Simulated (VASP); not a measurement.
Data:

```
CELL_PARAMETERS angstrom
      3.95967     0.00000     0.00000
      0.00000     3.95967     0.00000
      0.00000     0.00000     3.95967
ATOMIC_POSITIONS crystal
  Zn 0.00000 0.00000 0.00000
  N  0.50000 0.50000 0.50000
  Ti 0.00000 0.50000 0.50000
  Ti 0.50000 0.50000 0.00000
  Ti 0.50000 0.00000 0.50000
```

Calculation: LDA (Ceperley-Alder, Perdew-Zunger), VASP's LDA PAW potentials (set 64) (plane waves; VASP 6.6.1). Numerical set-up: 400 eV cut-off, 7×7×7 Γ-centred mesh, Fermi-Dirac smearing of 0.10 eV, potentials Zn N Ti_sv.

At this cut-off the stress carries a Pulay error, which pulls relaxed volumes low. Energy and stress use the plane-wave basis of the starting cell.

The ions, cell shape and volume are relaxed. Predict the relaxed structure.

```
CELL_PARAMETERS angstrom
      4.01292     0.00000     0.00000
      0.00000     4.01292     0.00000
      0.00000     0.00000     4.01292
ATOMIC_POSITIONS crystal
  Zn 0.00000 0.00000 0.00000
  N  0.50000 0.50000 0.50000
  Ti 0.00000 0.50000 0.50000
  Ti 0.50000 0.50000 0.00000
  Ti 0.50000 0.00000 0.50000
```
Space group Pm-3m (221), at a tolerance of 0.03 Å.

How do energy and volume change from the first to the last step?

The energy (σ→0) changes by -12.5 meV/atom and the volume by +4.1 %, in 3 ionic steps.

The structure was generated: Ti3ZnN was put into an ordered model structure, which need not be its known phase. This run relaxes it. Symmetry was kept, so distortions that lower it aren't found. The run is one of a series of settings (EDIFFG = -0.01, IBRION = 2, ISIF = 3, NSW = 50 against the base run), some of them coarse on purpose. The electron count is odd and the run is not spin-polarised, which forces a metal.
